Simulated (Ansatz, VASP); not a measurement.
# Cross-check of GeRh between VASP and Ansatz, part 2 of 2

One calculation is typed for both programs; each brings its own data sets. How far apart do they land? The cell is taken from a series of runs on this material, whose earlier steps may have relaxed, scaled, displaced or heated it; both programs get it as it stands.

VASP 6.6.1 and Ansatz 0.2.0.

So far: The starting structure; VASP: relaxation of cell and atoms, PBEsol.

## (3) Ansatz: relaxation of cell and atoms, PBEsol

Level of this step: Ansatz beside VASP: Kohn-Sham DFT, plane waves, PBEsol (Ansatz).

Ansatz runs on its PAW soft_1 files.

The same cell, functional, mesh and smearing now go to Ansatz, which takes its cutoff from its data sets.

input.yaml

```yaml
crystal:
  lattice:
    - [5.6331417315, 0.0, 0.0]
    - [0.0, 3.32196299, 0.0]
    - [0.0, 0.0, 6.366759447]
  atoms:
    - { symbol: Ge, position: [0.8081230309, 0.75, 0.5672713679] }
    - { symbol: Ge, position: [0.1918769691, 0.25, 0.4327286321] }
    - { symbol: Ge, position: [0.6918769691, 0.25, 0.0672713679] }
    - { symbol: Ge, position: [0.3081230309, 0.75, 0.9327286321] }
    - { symbol: Rh, position: [0.9939960524, 0.75, 0.2019876722] }
    - { symbol: Rh, position: [0.0060039476, 0.25, 0.7980123278] }
    - { symbol: Rh, position: [0.5060039476, 0.25, 0.7019876722] }
    - { symbol: Rh, position: [0.4939960524, 0.75, 0.2980123278] }
kpoints:
  mp_grid: { grid: [6, 8, 4] }
hamiltonian:
  xc: pbesol
  pseudopotentials: { kind: paw, azcp: { folder: soft_1 }, xc_functional: pbe }
scf:
  occupations: { method: methfessel_paxton, width: 0.2 }
output:
  forces: true
  stress: true
  eigenvalues: true
relax:
  adjacent_minimum: "off"
  f_tol: 0.001
  max_steps: 60
  cell: { stress_tol: 0.01 }
```

The run is started by

```sh
> ansatz run input.yaml --threads 16 --pin off --max-ram 92160MiB --backend cuda --events-out ev --progress --plain --runs-dir out --max-vram 78GiB
```

Numbers of over 12 decimals in the logs are rounded to 6 here.

Log:

```text
Engine: ansatz 0.2.0, aarch64-unknown-linux-gnu
Pseudopotentials: kind: paw
Pseudopotential: Ge, paw, valence charge 14, recommended cutoff 420 eV (normal), soft_1/Ge.paw.azcp
Pseudopotential: Rh, paw, valence charge 17, recommended cutoff 420 eV (normal), soft_1/Rh.paw.azcp
Functional definition: PBEsol
  exchange = pbesol_x
  correlation = pbesol_c
[...]
Crystal: 8 atoms, lattice volume = 119.142 Å³
Basis set: ecut = 420 eV, 2325 PW (Γ), exchange–correlation on 80×48×90 points (8 copies of the dense FFT grid, shifted against one another)
Bands: 75, of which v1, the nominal top of the filled ones, is band 62 counted from 1 (61 counted from 0)
Symmetry: 8 space group operations
Space group: Pnma (ITA 62), of the structure as read, at distance tolerance 4.9e-5 Å
k-points: 60 of 192
Non-local potential: Ge, projectors of the file, l = 0: 2, l = 1: 2, l = 2: 3, l = 3: 1
Non-local potential: Rh, projectors of the file, l = 0: 3, l = 1: 2, l = 2: 2, l = 3: 1
PAW form: soft (Blöchl's): semilocal exchange-correlation on the pseudo side does not see the compensation charge
PAW frozen core: Ge, regenerated for the run's functional, and the local potential with it (the file was generated under x = pbe(κ = 0.804, μ = 0.219515), c = pbe(β = 0.066725))
PAW frozen core: Rh, regenerated for the run's functional, and the local potential with it (the file was generated under x = pbe(κ = 0.804, μ = 0.219515), c = pbe(β = 0.066725))
PAW one-centre angular grid: Ge, 590 points (default); XC on 64 Gauss nodes
PAW one-centre angular grid: Rh, 590 points (default); XC on 64 Gauss nodes
Initial density: superposition of atomic densities (chi_scale 0.1, normalization cell, long waves kept (reshape's long-wave potential 0.00 eV rms))
Initial wavefunctions: pseudopotential atomic-orbital guess
[...]
Functional: x = pbesol(κ = 0.804, μ = 0.123457), c = pbesol(β = 0.046)
SCF iter   1: F=—  HF=-42377.675174 eV  |F-HF|=—  |Δ(HF+E_count)|=         —  Δρ=1.18e-1  dr2=1.97e1  ethr=3.10e-3  ⟨swp⟩=4.9  Hψ=14130  notcnv=0
preconditioner: auto → Kerker (q_TF=auto, 2.747 Å⁻¹)  [metal: Δε(μ)=0.006 eV  Ē_g=17.497 eV  σ=0.200 eV  W_gap=0.02  n_scr=42 (ndim 8)  ℏωp=32.6 eV  f_vac=0.000  D(μ)=5.89/eV (n_scr^D=60)]
SCF iter   2: F=—  HF=-42374.664760 eV  |F-HF|=—  |Δ(HF+E_count)|=    3.01e0  S|Δr|=    0.00e0  Δρ=5.47e-2  dr2=4.36e0  ethr=3.10e-3  ⟨swp⟩=2.0  Hψ=6905  notcnv=0  defer=180
[...]
SCF iter   9: F=-42373.883184 eV  HF=-42373.883184 eV  |F-HF|=3.03e-9  |Δ(HF+E_count)|=   5.80e-8  S|Δr|=    0.00e0  Δρ=4.24e-6  dr2=2.06e-8  ethr=8.06e-11  ⟨swp⟩=9.6  Hψ=16912  notcnv=0
SCF 1 converged in 9 iterations: F = -42373.883184 eV  dr2 = 2.06e-8
  greatest PAW one-centre occupation: 0.999 electrons in one spin orbital (limit 2), on the Rh atom at site 7 (counted from 0), in its partial waves of l = 0
relax step   1: F+E_penalty+E_count = -42373.88318380 eV  Δ(F+E_penalty+E_count) = +0.000e0 eV  max|allowed force component| = 1.049e-2 eV/Å  Δτ_max = 0.0000 Å  P = -0.021 GPa  Ω = 119.142 Å³  (9 SCF iters, dr2 threshold 1.00e-7 eV, accepted)
[...]
relax step   2: F+E_penalty+E_count = -42373.88323866 eV  Δ(F+E_penalty+E_count) = -5.486e-5 eV  max|allowed force component| = 3.013e-3 eV/Å  Δτ_max = 0.0010 Å  P = -0.005 GPa  Ω = 119.160 Å³  energy of the carried Pulay correction = -1.095e-5 eV  (5 SCF iters, dr2 threshold 7.57e-9 eV, accepted)
[...]
relax step   3: F+E_penalty+E_count = -42373.88324947 eV  Δ(F+E_penalty+E_count) = -1.081e-5 eV  max|allowed force component| = 9.212e-4 eV/Å  Δτ_max = 0.0011 Å  P = +0.004 GPa  Ω = 119.170 Å³  energy of the carried Pulay correction = -1.672e-5 eV  (5 SCF iters, dr2 threshold 3.30e-9 eV, accepted)
[...]
relax step   4: F+E_penalty+E_count = -42373.88324817 eV  Δ(F+E_penalty+E_count) = +1.295e-6 eV  max|allowed force component| = 1.187e-4 eV/Å  Δτ_max = 0.0001 Å  P = -0.003 GPa  Ω = 119.173 Å³  energy of the carried Pulay correction = -1.885e-5 eV  (5 SCF iters, dr2 threshold 4.41e-10 eV, accepted)
[...]
relax step   5: F+E_penalty+E_count = -42373.88325611 eV  Δ(F+E_penalty+E_count) = -7.940e-6 eV  max|allowed force component| = 1.112e-4 eV/Å  Δτ_max = 0.0000 Å  P = -0.003 GPa  Ω = 119.173 Å³  stress off target by 8.21e-3 GPa  SCF on the basis re-selected at this cell (its energy is not comparable with the rows above)  (6 SCF iters)
[...]
SCF converged after 6 iterations
[...]
atom   2  Ge     0.00000613     0.00000000     0.00000547
  atom   3  Ge     0.00000613    -0.00000000    -0.00000547
  atom   4  Ge    -0.00000613     0.00000000     0.00000547
  atom   5  Rh     0.00010733    -0.00000000    -0.00011118
  atom   6  Rh    -0.00010733     0.00000000     0.00011118
  atom   7  Rh    -0.00010733    -0.00000000    -0.00011118
  atom   8  Rh     0.00010733     0.00000000     0.00011118
  max |Σ_I F_I| component: 8.67e-19 eV/Å
--- Stress (GPa, compression-positive) ---
        0.002845      -0.000000      -0.000000
       -0.000000      -0.008213       0.000000
       -0.000000       0.000000      -0.004057
  P = ⅓ Tr σ = -0.0031 GPa (-0.031 kbar)
--- Band table (eV; the first three rows and the last of 60) ---
  k-point 0: bands = [... 58 lower, 15.7417, 15.9174]
  k-point 1: bands = [... 58 lower, 15.8596, 15.9819]
  k-point 2: bands = [... 58 lower, 15.9051, 15.9051]
  k-point 59: bands = [... 58 lower, 15.7274, 15.7274]
--- Relaxed structure (4 steps of the walk, 4 accepted, 1 SCFs on fresh bases) ---
  F+E_penalty+E_count = -42373.88325611 eV   max|allowed force component| = 1.112e-4 eV/Å   (the final SCF, on the basis selected at the relaxed cell)
  cell:  # Å, volume = 119.1733 Å³
    - [5.630578, 0, 0]
    - [0, 3.326588, 0]
    - [0, 0, 6.362490]
  atoms:
    - { symbol: Ge, position: [0.808030, 0.75, 0.567545] }
    - { symbol: Ge, position: [0.191970, 0.250000, 0.432455] }
    - { symbol: Ge, position: [0.691970, 0.250000, 0.067545] }
    - { symbol: Ge, position: [0.308030, 0.75, 0.932455] }
    - { symbol: Rh, position: [0.993919, 0.75, 0.202164] }
    - { symbol: Rh, position: [0.00608129, 0.250000, 0.797836] }
    - { symbol: Rh, position: [0.506081, 0.250000, 0.702164] }
    - { symbol: Rh, position: [0.493919, 0.75, 0.297836] }
```

In the SCF lines HF is the Harris–Foulkes energy and dr2 the Hartree energy of the density residual, in eV; the loop may stop once dr2 is under the threshold and the program's other checks hold. Hψ counts applications of the Hamiltonian.

## (4) Side by side

Known differences besides the potentials themselves: the data sets hold 124 valence electrons in Ansatz (on its PAW soft_1 files) and 116 in VASP; the cutoff is 420 eV in Ansatz and 500 eV in VASP; Ansatz makes its cores anew for this functional, VASP keeps those of its PBE data sets; Ansatz adds a Pulay correction to the stress that steers its cell, VASP none. Total energies have different zeros and are not compared.

Compared:

```
                                         quantity  Ansatz    VASP  difference
                                      volume (Å³)  119.17  119.24     -0.06 %
edge a after relaxation, in the typed setting (Å)   5.631   5.631     +0.00 %
edge b after relaxation, in the typed setting (Å)   3.327   3.328     -0.03 %
edge c after relaxation, in the typed setting (Å)   6.362   6.364     -0.03 %
```

## (5) Outcome

```
difference in volume (relaxation of cell and atoms, PBEsol) : -0.059 %
```

What this shows: The difference in volume is -0.059 % (relaxation of cell and atoms, PBEsol), within the 1.2 % picked in this series as the mark of a large difference, as far as the stopping tolerances let one tell. The data sets hold unlike numbers of valence electrons (124 in Ansatz and 116 in VASP), so part of the differences comes from the potentials. How closely two codes agree says nothing of how well the functional describes the real material.

[Lines on the potential files, build, host, timing and source positions are cut from VASP's logs without a mark.]

[Logs are printed without paths, hosts, clocks, repeated set-up lines and the standing remarks that a program may print on its own settings, such as how far it seeks lower states.]

[Hosts, paths, dates, database ids (printed as entryN), source tags and the programs' standing remarks are cut or masked in the printed files.]
